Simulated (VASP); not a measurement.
Crystal: WS2.

```
W S
1.0
     3.18000    0.00000    0.00000
    -1.59000    2.75396    0.00000
     0.00000    0.00000   12.50000
W S
2 4
Cartesian
  0.0000 1.8360 3.1250
  1.5900 0.9180 9.3750
  0.0000 1.8360 7.8125
  1.5900 0.9180 1.5625
  0.0000 1.8360 10.9375
  1.5900 0.9180 4.6875
```

| Quantity | Value |
| --- | --- |
| Program | VASP 6.6.1 |
| Task | relaxation of cell and atoms |
| Functional | PBE |
| Dispersion | D3(BJ) |
| Potentials or basis | VASP PAW PBE potentials, release 64 (W_sv, S) |
| Cutoff | 600 eV |
| k mesh | 12 × 12 × 3 |
| Occupations | gaussian, width 0.03 eV |
| Spin | no spin polarisation |

At the start: pressure -1.5 GPa; volume 18.24 Å³/atom.

Q: Where does the relaxation end?

A: Over 12 steps the energy falls by 5.5 meV/atom and the volume is 17.45 Å³/atom (-4.4 %); space group P6_3/mmc (No. 194, to 0.05 Å).

Step by step:
```
step  energy change (eV)  largest force (eV/Å)  pressure (GPa)  volume (Å³)
   1              0.0000                0.1376           -1.52       109.47
   2             -0.0075                0.3287            1.82       106.74
   3             -0.0119                0.2556            0.51       107.76
   4             -0.0146                0.0716           -0.68       107.53
   5             -0.0164                0.0531           -0.22       107.62
   6             -0.0201                0.0478           -0.21       107.24
   7             -0.0288                0.0341           -0.15       106.08
   8             -0.0309                0.0028            0.17       103.77
   9             -0.0329                0.0242            0.02       104.82
  10             -0.0329                0.0218            0.03       104.68
  11             -0.0325                0.0729           -0.38       104.65
  12             -0.0330                0.0017           -0.07       104.67
```

Final structure:
```xyz
6
Lattice="3.1551 0.0000 0.0000 -1.5775 2.7324 0.0000 0.0000 0.0000 12.1414" Properties=species:S:1:pos:R:3 pbc="T T T"
W     0.0000    1.8216    3.0353
W     1.5775    0.9108    9.1060
S     0.0000    1.8216    7.5315
S     1.5775    0.9108    1.4608
S     0.0000    1.8216   10.6806
S     1.5775    0.9108    4.6099
```
